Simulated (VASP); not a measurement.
The input files of a VASP run:

File KPOINTS:
```
Automatic mesh
0
Gamma
5 5 4
0 0 0
```

POSCAR:
```
PbO
1.0
  3.9966311505   0.0000000000   0.0000000000
  0.0000000000   3.9966311505   0.0000000000
  0.0000000000   0.0000000000   5.2614454784
Pb O
2 2
Cartesian
  1.9983155752   0.0000000000   4.0709554644
  0.0000000000   1.9983155752   1.1904900140
  1.9983155752   1.9983155752   0.0000000000
  0.0000000000   0.0000000000   0.0000000000
```

INCAR:
```
SYSTEM  =  PbO
PREC  =  Accurate; ENCUT  =  520; LREAL  =  .FALSE.
LASPH  =  .TRUE.
EDIFF  =  1E-6; NELM  =  100; ALGO  =  Normal
LMAXMIX  =  4; LMIXTAU  =  .TRUE.
ISMEAR  =  0; SIGMA  =  0.05
METAGGA  =  R2SCAN
IBRION  =  2; NSW  =  60; ISIF  =  3
EDIFFG  =  -0.02
LWAVE  =  .FALSE.; LCHARG  =  .FALSE.
```

POTCAR, in this order: Pb_d O (PBE.64 set). Program: vasp_std.

### Question
Write an equivalent input for Ansatz.

### Answer
One equivalent input (not run):
Ansatz 0.2 input:
```yaml
crystal:
  lattice:
    - [3.9966312, 0.0000000, 0.0000000]
    - [0.0000000, 3.9966312, 0.0000000]
    - [0.0000000, 0.0000000, 5.2614455]
  atoms:
    - { symbol: Pb, position: [0.5000000, 0.0000000, 0.7737333] }
    - { symbol: Pb, position: [0.0000000, 0.5000000, 0.2262667] }
    - { symbol: O, position: [0.5000000, 0.5000000, 0.0000000] }
    - { symbol: O, position: [0.0000000, 0.0000000, 0.0000000] }
kpoints:
  mp_grid: { grid: [5, 5, 4] }
hamiltonian:
  xc: r2scan
  pseudopotentials: { kind: paw }
scf:
  occupations: { method: gaussian, width: 0.05 }
  max_iter: 100
relax:
  max_steps: 60
  f_tol: 0.02
  cell: {}
output: { forces: true, stress: true, eigenvalues: true }
```
The two are equivalent in intent, not identical: each code has its own PAW files, so the cut-off isn't converted (ENCUT is set for VASP's; basis.ecutwfc is left out, and Ansatz then takes the one that its files recommend); Ansatz stops its SCF on the density residual and VASP on the energy change (EDIFF).

The compound is PbO in the litharge structure. It was relaxed first, which changed the volume by +6 %. The start is the result of an earlier pass.
